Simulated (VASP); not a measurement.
MoS2:

```xyz
6
Lattice="3.1690 0.0000 0.0000 -1.5845 2.7444 0.0000 0.0000 0.0000 12.3240" Properties=species:S:1:pos:R:3 pbc="T T T"
Mo    0.0000    1.8296    3.0810
Mo    1.5845    0.9148    9.2430
S     0.0000    1.8296    7.6779
S     1.5845    0.9148    1.5159
S     0.0000    1.8296   10.8081
S     1.5845    0.9148    4.6461
```

```yaml
Program: VASP 6.6.1
Task: relaxation of cell and atoms
Functional: LDA
Potentials_or_basis: VASP PAW LDA potentials, release 64 (Mo_sv, S)
Cutoff: 600 eV
k_mesh: 12 × 12 × 3
Occupations: gaussian, width 0.03 eV
Spin: no spin polarisation
```

At the start: pressure -5.5 GPa; volume 17.86 Å³/atom.

How do energy, volume and symmetry change on relaxing?

Over 11 steps the energy falls by 12.1 meV/atom and the volume is 17.01 Å³/atom (-4.8 %); space group P6_3/mmc (No. 194, to 0.05 Å).

Step by step:
```csv
step,energy change (eV),largest force (eV/Å),pressure (GPa),volume (Å³)
1,0.0000,0.4650,-5.54,107.18
2,0.2140,1.6299,12.97,97.88
3,-0.0641,0.1484,-0.35,104.03
4,-0.0642,0.1606,-0.23,103.97
5,-0.0691,0.0352,-0.06,103.40
6,-0.0691,0.0373,-0.06,103.41
7,-0.0696,0.0329,-0.09,103.29
8,-0.0709,0.0217,-0.09,102.95
9,-0.0722,0.0013,-0.09,102.26
10,-0.0723,0.0102,-0.08,102.01
11,-0.0723,0.0084,-0.08,102.05
```

Final structure:
```
Mo S
1.0
     3.12401    0.00000    0.00000
    -1.56200    2.70547    0.00000
     0.00000    0.00000   12.07455
Mo S
2 4
Direct
  0.33333 0.66667 0.25000
  0.66667 0.33333 0.75000
  0.33333 0.66667 0.62124
  0.66667 0.33333 0.12124
  0.33333 0.66667 0.87876
  0.66667 0.33333 0.37876
```
